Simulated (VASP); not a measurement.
Method: TPSS meta-GGA, VASP's PBE PAW potentials (set 64) (plane waves; VASP).

The input files of a VASP run:

File KPOINTS:
```
Automatic mesh
0
Gamma
6 6 8
0 0 0
```

KPOINTS_OPT:
```
k-points along high-symmetry lines
6
Line-mode
Reciprocal
  0.000000   0.000000   0.000000 ! GAMMA
  0.000000   0.500000   0.000000 ! X

  0.000000   0.500000   0.000000 ! X
  0.500000   0.500000   0.000000 ! M

  0.500000   0.500000   0.000000 ! M
  0.000000   0.000000   0.000000 ! GAMMA

  0.000000   0.000000   0.000000 ! GAMMA
  0.000000   0.000000   0.500000 ! Z

  0.000000   0.000000   0.500000 ! Z
  0.000000   0.500000   0.500000 ! R

  0.000000   0.500000   0.500000 ! R
  0.500000   0.500000   0.500000 ! A

  0.500000   0.500000   0.500000 ! A
  0.000000   0.000000   0.500000 ! Z

  0.000000   0.500000   0.000000 ! X
  0.000000   0.500000   0.500000 ! R

  0.500000   0.500000   0.000000 ! M
  0.500000   0.500000   0.500000 ! A
```

File POSCAR:
```
TiO2
1
    4.6250178416     0.0000000000     0.0000000000
    0.0000000000     4.6250178416     0.0000000000
    0.0000000000     0.0000000000     2.9732026961
Ti O
2 4
Direct
  0.0000000000   0.0000000000   0.0000000000
  0.5000000000   0.5000000000   0.5000000000
  0.3043559983   0.3043559983   0.0000000000
  0.8043559983   0.1956440017   0.5000000000
  0.1956440017   0.8043559983   0.5000000000
  0.6956440017   0.6956440017   0.0000000000
```

INCAR:
```
SYSTEM = TiO2
PREC = Accurate
ENCUT = 520
EDIFF = 1E-7
NELM = 100
ALGO = Normal
LREAL = .FALSE.
LASPH = .TRUE.
ISMEAR = -5
METAGGA = TPSS
LMIXTAU = .TRUE.
LMAXMIX = 4
LWAVE = .FALSE.
LCHARG = .FALSE.
LORBIT = 11
NEDOS = 601
ISIF = 2
LEFG = .TRUE.
```

POTCAR, in this order: Ti_sv O (PBE.64 set). Program: vasp_std.

The run wrote:

**OUTCAR**
```
 ion  position               nearest neighbor table
   1  0.000  0.000  0.000-   4 1.96   5 1.96   4 1.96   5 1.96   3 1.99   6 1.99
   2  0.500  0.500  0.500-   3 1.96   6 1.96   3 1.96   6 1.96   5 1.99   4 1.99
   3  0.304  0.304  0.000-   2 1.96   2 1.96   1 1.99
   4  0.804  0.196  0.500-   1 1.96   1 1.96   2 1.99
   5  0.196  0.804  0.500-   1 1.96   1 1.96   2 1.99
   6  0.696  0.696  0.000-   2 1.96   2 1.96   1 1.99
  LATTYP: Found a simple tetragonal cell.
 ALAT       =     4.6250178416
 C/A-ratio  =     0.6428521571
 Subroutine PRICEL returns:
 Original cell was already a primitive cell.
 Subroutine GETGRP returns: Found 16 space group operations
The static configuration has the point symmetry D_2h.
 The point group associated with its full space group is D_4h.
The dynamic configuration has the point symmetry D_2h.
 Subroutine INISYM returns: Found 16 space group operations
 Subroutine IBZKPT returns following result:
 Found     50 irreducible k-points:

 Following reciprocal coordinates:
            Coordinates               Weight
  0.000000  0.000000  0.000000      1.000000
  0.166667  0.000000  0.000000      4.000000
  0.333333  0.000000  0.000000      4.000000
  0.500000  0.000000  0.000000      2.000000
  0.166667  0.166667  0.000000      4.000000
  0.333333  0.166667  0.000000      8.000000
  0.500000  0.166667  0.000000      4.000000
  0.333333  0.333333  0.000000      4.000000
  0.500000  0.333333  0.000000      4.000000
  0.500000  0.500000  0.000000      1.000000
  0.000000  0.000000  0.125000      2.000000
  0.166667  0.000000  0.125000      8.000000
  0.333333  0.000000  0.125000      8.000000
  0.500000  0.000000  0.125000      4.000000
  0.166667  0.166667  0.125000      8.000000
  0.333333  0.166667  0.125000     16.000000
  0.500000  0.166667  0.125000      8.000000
  0.333333  0.333333  0.125000      8.000000
...
```

OSZICAR:
```
       N       E                     dE             d eps       ncg     rms          rms(c)
DAV:   1     0.632299289800E+03    0.63230E+03   -0.24851E+04  2800   0.203E+03
DAV:   2     0.414054649674E+02   -0.59089E+03   -0.57243E+03  2876   0.582E+02
DAV:   3    -0.633617938229E+02   -0.10477E+03   -0.10103E+03  4576   0.203E+02
DAV:   4    -0.704764954929E+02   -0.71147E+01   -0.70827E+01  3860   0.531E+01
DAV:   5    -0.708035751399E+02   -0.32708E+00   -0.32661E+00  3960   0.965E+00    0.289E+01
DAV:   6    -0.844221403898E+02   -0.13619E+02   -0.30617E+02  2952   0.160E+02    0.245E+01
DAV:   7    -0.796954950599E+02    0.47266E+01   -0.11814E+01  3480   0.364E+01    0.159E+01
DAV:   8    -0.765758459716E+02    0.31196E+01   -0.37566E+01  3380   0.438E+01    0.547E+00
DAV:   9    -0.768845962622E+02   -0.30875E+00   -0.27246E+00  3520   0.148E+01    0.302E+00
DAV:  10    -0.769440645205E+02   -0.59468E-01   -0.21443E-01  3388   0.347E+00    0.273E+00
DAV:  11    -0.768603026479E+02    0.83762E-01   -0.79371E-01  3616   0.697E+00    0.421E-01
DAV:  12    -0.768930228220E+02   -0.32720E-01   -0.47017E-02  3372   0.183E+00    0.178E-01
DAV:  13    -0.768962434929E+02   -0.32207E-02   -0.16599E-02  3912   0.963E-01    0.271E-01
DAV:  14    -0.768965605620E+02   -0.31707E-03   -0.14269E-03  3184   0.364E-01    0.165E-01
DAV:  15    -0.768966785746E+02   -0.11801E-03   -0.39927E-03  3636   0.486E-01    0.648E-02
DAV:  16    -0.768970921776E+02   -0.41360E-03   -0.17639E-04  3216   0.132E-01    0.623E-02
DAV:  17    -0.768970207598E+02    0.71418E-04   -0.99734E-05  3584   0.897E-02    0.125E-02
DAV:  18    -0.768970643005E+02   -0.43541E-04   -0.55386E-05  4008   0.569E-02    0.305E-02
DAV:  19    -0.768970597426E+02    0.45579E-05   -0.10092E-05  3640   0.294E-02    0.182E-02
DAV:  20    -0.768970675279E+02   -0.77853E-05   -0.53393E-06  3456   0.239E-02    0.430E-03
DAV:  21    -0.768970679616E+02   -0.43367E-06   -0.83537E-07  3716   0.784E-03    0.144E-03
DAV:  22    -0.768970682846E+02   -0.32298E-06   -0.37428E-07  2772   0.477E-03    0.163E-03
DAV:  23    -0.768970681412E+02    0.14342E-06   -0.68532E-08  1828   0.273E-03    0.474E-04
DAV:  24    -0.768970681170E+02    0.24184E-07   -0.20778E-08  1792   0.135E-03
   1 F= -.76897068E+02 E0= -.76897068E+02  d E =0.000000E+00
       N       E                     dE             ncg
       N       E                     dE             ncg
```

OUTCAR:
```
------------------------ aborting loop because EDIFF is reached ----------------------------------------
  FORCE on cell =-STRESS in cart. coord.  units (eV):
  Direction    XX          YY          ZZ          XY          YZ          ZX
  --------------------------------------------------------------------------------------
  Total        0.0473537      0.0473537      0.0632221      0.0000000      0.0000000      0.0000000
  in kB        1.1929254      1.1929254      1.5926783      0.0000000      0.0000000      0.0000000
  external PRESSURE =       1.3261764 kB  Pullay stress =       0.0000000 kB
  volume of cell :       63.60
      direct lattice vectors                 reciprocal lattice vectors
     4.625017842  0.000000000  0.000000000     0.216215382  0.000000000  0.000000000
     0.000000000  4.625017842  0.000000000     0.000000000  0.216215382  0.000000000
     0.000000000  0.000000000  2.973202696     0.000000000  0.000000000  0.336337647
 POSITION                                       TOTAL-FORCE (eV/Angst)
 -----------------------------------------------------------------------------------
      0.00000      0.00000      0.00000         0.000000     -0.000000     -0.000000
      2.31251      2.31251      1.48660         0.000000     -0.000000     -0.000000
      1.40765      1.40765      0.00000         0.007621      0.007621     -0.000000
      3.72016      0.90486      1.48660         0.007621     -0.007621      0.000000
      0.90486      3.72016      1.48660        -0.007621      0.007621     -0.000000
      3.21737      3.21737      0.00000        -0.007621     -0.007621      0.000000
 -----------------------------------------------------------------------------------
    total drift:                                0.000000     -0.000000      0.000000
  FREE ENERGIE OF THE ION-ELECTRON SYSTEM (eV)
  ---------------------------------------------------
  free  energy   TOTEN  =       -76.8970681170 eV

  energy  without entropy=      -76.8970681170  energy(sigma->0) =      -76.89706812

 total charge

# of ion       s       p       d       tot
------------------------------------------
    1        2.204   6.284   1.670  10.158
    2        2.204   6.284   1.670  10.158
    3        1.554   3.486   0.000   5.041
    4        1.554   3.486   0.000   5.041
    5        1.554   3.486   0.000   5.041
    6        1.554   3.486   0.000   5.041
--------------------------------------------------
tot         10.626  26.512   3.340  40.479

 Electric field gradients after diagonalization (V/A^2)
 (convention: |V_zz| > |V_xx| > |V_yy|)
----------------------------------------------------------------------
 ion       V_xx      V_yy      V_zz     asymmetry (V_yy - V_xx)/ V_zz
----------------------------------------------------------------------
   1      12.501     7.559   -20.060       0.246
   2      12.501     7.559   -20.060       0.246
   3     -20.504    -1.285    21.789       0.882
   4     -20.504    -1.285    21.789       0.882
   5     -20.504    -1.285    21.789       0.882
   6     -20.504    -1.285    21.789       0.882
```
(Selected blocks of OUTCAR.)

The compound is TiO2 in the rutile structure. It was relaxed first.
